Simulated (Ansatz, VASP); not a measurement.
**One calculation of NaB4, two programs**

```
Na B
1.0
     2.97081   -5.00931    0.00000
     2.97081    5.00931    0.00000
     0.00000    0.00000    4.10219
Na B
2 8
Direct
  0.50000 0.50000 0.00000
  0.00000 0.00000 0.50000
  0.13159 0.64323 0.87466
  0.86841 0.35677 0.87466
  0.64323 0.13159 0.12534
  0.35677 0.86841 0.12534
  0.36841 0.85677 0.62534
  0.63159 0.14323 0.62534
  0.85677 0.36841 0.37466
  0.14323 0.63159 0.37466
```

Change from the starting cell: species swapped into the Sn4Pd type (Ccce, No. 68).

Alike in both runs: functional PBE; k mesh 4 × 4 × 4; occupations gaussian, width 0.1 eV; no spin polarisation.

Ansatz relaxed the structure, and its values are those at the end. VASP's run is a single point on that final structure, the one shown.

|  | VASP | Ansatz |
| --- | --- | --- |
| version | VASP 6.6.1 | Ansatz 0.2.0 |
| potentials or method | VASP PAW PBE potentials, release 64 (Na_pv, B) | scalar-relativistic, plane waves, PAW |
| plane-wave cutoff (eV) | 520 | 420 |
| valence electrons in the cell | 38 | 42 |

```tsv
	VASP	Ansatz	Ansatz less VASP
gap on the k mesh at the Fermi level (eV)	none	none	-
pressure (GPa)	-0.2	-0.2	-0.01
rms of the force components (eV/Å)	0.016	0.019	+0.0027
```

A gap of «none» marks a metal or a gap that the smearing closes. The two sets of potentials don't hold the same shells in valence.

Caveats: the k mesh is coarse (spacing up to 0.38 Å⁻¹), so the values aren't converged.
